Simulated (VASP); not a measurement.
Here is a VASP 6.6.1 calculation.

The input INCAR:

```
ALGO     = Fast           # electronic algorithm
EDIFF    = 1E-7           # SCF threshold, eV
ENCUT    = 520            # plane-wave cutoff, eV
GGA      = PE             # functional
ISIF     = 2              # what is computed and relaxed
ISMEAR   = -1             # smearing method
LASPH    = True           # aspherical terms in the spheres
LCHARG   = False          # write CHGCAR
LREAL    = False          # projectors in reciprocal space
LWAVE    = False          # write WAVECAR
NBANDS   = 30             # bands
NELM     = 60             # most SCF steps
PREC     = Accurate       # precision mode
SIGMA    = 0.1            # smearing width, eV
```

KPOINTS

```
k-points
0
Gamma
  6 6 1
```

Contents of POSCAR:

```
Be12Ga
1.0
    4.5800000000      0.0000000000      0.0000000000
    2.2900000000      3.9663960000      0.0000000000
    0.0000000000      0.0000000000     14.5884300000
Be Ga
12 1
Direct
    0.0000000000      0.0000000000      0.0685474722
    0.5000000000      0.0000000000      0.0685474722
    0.0000000000      0.5000000000      0.0685474722
    0.5000000000      0.5000000000      0.0685474722
   -0.1641722511      0.3326523625      0.1942716934
    0.3334297004      0.3315541363      0.1937171443
   -0.1683019796      0.8341065794      0.1946489787
    0.3336214305      0.8350217679      0.1934319869
   -0.0005079995      0.0011705841      0.3187009157
    0.4999876961      0.0000940400      0.3241418028
   -0.0000662744      0.5000897540      0.3196658585
    0.5037595019      0.4981958433      0.3154314069
    0.2360787017      0.6482570071      0.4707782811
```

Potentials or basis: VASP PAW PBE potentials, release 64 (Be, Ga_d).

Launch:

```console
$ cat potpaw_PBE.64/Be/POTCAR potpaw_PBE.64/Ga_d/POTCAR > POTCAR
$ mpirun -np 1 vasp_std > vasp.out
```

(1) Estimate the band gap on the k mesh.

(2) Predict the largest force.

Results:

(1) none (metal or under the smearing width).

(2) 0.121 eV/Å.
